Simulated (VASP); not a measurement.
Given:

```yaml
crystal:
  lattice:
    - [3.57262, 0.00000, 0.00000]
    - [-1.78631, 3.09398, 0.00000]
    - [0.00000, 0.00000, 14.28190]
  atoms:
    - { symbol: Te, position: [0.66667, 0.33333, 0.37697] }
    - { symbol: Te, position: [0.33333, 0.66667, 0.87697] }
    - { symbol: Te, position: [0.33333, 0.66667, 0.62303] }
    - { symbol: Te, position: [0.66667, 0.33333, 0.12303] }
    - { symbol: Mo, position: [0.66667, 0.33333, 0.75000] }
    - { symbol: Mo, position: [0.33333, 0.66667, 0.25000] }
```

Level of theory: optB88-vdW, VASP's PBE PAW potentials (set 64) (plane waves; VASP 6.6.1). Settings: 480 eV cut-off, 7×7×2 Γ-centred mesh, Gaussian smearing of 0.050 eV, potentials Te Mo_sv.

Q: Predict the energy per atom (σ→0).

A: 
- energy per atom (σ→0): -3.646 eV/atom

The compound is MoTe2 in the 2H layered structure. It was relaxed first, which changed the volume by +5 %. The start is the result of an earlier pass.
